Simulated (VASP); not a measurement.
Consider the following.

MgS is taken in the cubic space group Fm-3m (No. 225), the rock salt structure, Pearson symbol cF8. Cell: a = b = c = 5.190 Å, α = β = γ = 90.00°. Mg on 4a is surrounded by 6 S at 2.595 Å (octahedral). S on 4b is surrounded by 6 Mg at 2.595 Å (octahedral). (Neighbours: up to the widest gap in distance over summed covalent radii, below 1.35, at either atom; cation-cation and far metal-metal contacts left out.)
(The calculation used a cell of 2 atoms; values per cell refer to that cell.)

Calculation: PBE GGA with D3 dispersion (zero damping), VASP's PBE PAW potentials (set 64) (plane waves; VASP). Numerical set-up: 520 eV cut-off, 9×9×9 Γ-centred mesh, Gaussian smearing of 0.050 eV, potentials Mg S.

Q: Give the energy at these volumes per atom, relative to the lowest: 16.42, 16.94, 17.47, 17.99, 18.51 Å³.

A: 17.5, 4.2, 0.0, 3.6, 13.9 meV/atom. A third-order Birch-Murnaghan fit gives B0 = 79.3 GPa and B0′ = 3.9.

Measured: bulk modulus 81.0 GPa at 0 K (computed value off by -2.1 %), a 5.188 Å at 0 K (computed value off by +0.0 %), as given by Tamar Goldzak et al., The Journal of Chemical Physics (2022), arXiv:2208.04865 [corrected for zero-point motion].

The compound is MgS in the rock salt structure. It was relaxed first.
